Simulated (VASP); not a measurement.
Set up this calculation in VASP 6.6.1, as the native input.

- Task: core levels
- Functional: PBEsol
- Potentials or basis: VASP PAW PBE potentials, release 64 (Hf)
- Cutoff: 500 eV
- k mesh: 6 × 6 × 3
- Occupations: methfessel-paxton, width 0.1 eV
- Spin: no spin polarisation
- Further INCAR settings: ALGO = Fast; EDIFF = 1e-06

The structure of Hf lies in POSCAR:

```
Hf
1.0
    6.3934000000      0.0000000000      0.0000000000
   -3.1967000000      5.5368468170      0.0000000000
    0.0000000000      0.0000000000     10.1156000000
Hf
16
Direct
    0.1666666666      0.3333333334      0.1250000000
    0.1666666666      0.3333333334      0.6250000000
    0.1666666666      0.8333333333      0.1250000000
    0.1666666666      0.8333333333      0.6250000000
    0.6666666666      0.3333333334      0.1250000000
    0.6666666666      0.3333333334      0.6250000000
    0.6666666666      0.8333333333      0.1250000000
    0.6666666666      0.8333333333      0.6250000000
    0.3333333334      0.1666666666      0.3750000000
    0.3333333334      0.1666666666      0.8750000000
    0.3333333334      0.6666666666      0.3750000000
    0.3333333334      0.6666666666      0.8750000000
    0.8333333334      0.1666666666      0.3750000000
    0.8333333334      0.1666666666      0.8750000000
    0.8333333333      0.6666666666      0.3750000000
    0.8333333333      0.6666666666      0.8750000000
```

These files were run (other wordings do the same):

INCAR

```
SYSTEM = Hf
PREC = Accurate
ENCUT = 500
EDIFF = 1E-6
ISMEAR = 1
SIGMA = 0.1
LREAL = .FALSE.
LASPH = .TRUE.
NELM = 60
ALGO = Fast
ISIF = 2
LWAVE = .FALSE.
LCHARG = .FALSE.
GGA = PS
ICORELEVEL = 1
KPAR = 4
```

KPOINTS

```
Automatic mesh
0
G
  6 6 3
  0 0 0
```

Potentials or basis: VASP PAW PBE potentials, release 64 (Hf).

Launch:

```console
$ cat potpaw_PBE.64/Hf/POTCAR > POTCAR
$ mpirun -np 4 vasp_std > vasp.out
```

It gave:

```yaml
Pressure: -4.7 GPa
Band_gap_on_the_k_mesh: none (metal or under the smearing width)
```

Caveat: the PAW data sets were made with another functional, which shifts forces and pressure a little.

Wall time 94 s on 4 MPI ranks on Intel(R) Xeon(R) Platinum 8488C (Sapphire Rapids), with other jobs on the host, peak memory 0.49 GiB a rank.
